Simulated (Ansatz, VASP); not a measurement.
## Ca8ClF15 (a cell with a defect) (Fluorite): VASP beside Ansatz

```xyz
24
Lattice="0.0000 5.4620 5.4620 5.4620 0.0000 5.4620 5.4620 5.4620 0.0000" Properties=species:S:1:pos:R:3 pbc="T T T"
Ca    0.0000    0.0000    0.0000
Ca    2.7310    2.7310    0.0000
Ca    2.7310    0.0000    2.7310
Ca    5.4620    2.7310    2.7310
Ca    0.0000    2.7310    2.7310
Ca    2.7310    5.4620    2.7310
Ca    2.7310    2.7310    5.4620
Ca    5.4620    5.4620    5.4620
Cl    1.3655    1.3655    1.3655
F     4.0965    4.0965    1.3655
F     4.0965    1.3655    4.0965
F     6.8275    4.0965    4.0965
F     1.3655    4.0965    4.0965
F     4.0965    6.8275    4.0965
F     4.0965    4.0965    6.8275
F     6.8275    6.8275    6.8275
F     4.0965    4.0965    4.0965
F     6.8275    6.8275    4.0965
F     6.8275    4.0965    6.8275
F     9.5585    6.8275    6.8275
F     4.0965    6.8275    6.8275
F     6.8275    9.5585    6.8275
F     6.8275    6.8275    9.5585
F     9.5585    9.5585    9.5585
```

Alike in both runs: task electric field gradients; functional PBE; k mesh 3 × 3 × 3; occupations fermi-dirac, width 0.01 eV; no spin polarisation.

|  | VASP | Ansatz |
| --- | --- | --- |
| version | VASP 6.6.1 | Ansatz 0.2.0 |
| potentials or method | VASP PAW PBE potentials, release 64 (Ca_sv, Cl, F) | plane-wave PAW, scalar-relativistic |
| plane-wave cutoff (eV) | 520 | 420 |
| valence electrons in the cell | 192 | 192 |

```csv
,VASP,Ansatz,Ansatz less VASP
gap on the k mesh at the Fermi level (eV),7.15,7.17,+0.020
pressure (GPa),8.1,7.7,-0.35
rms of the force components (eV/Å),0.691,0.684,-0.0064
Vzz of the field gradient on the site that differs most (V/Å²),-20.9,-18.5,+2.46
```

Atom by atom the forces differ by 0.006 eV/Å (rms over components).

A hybrid or GW would open this gap; PBE tends to underestimate it.
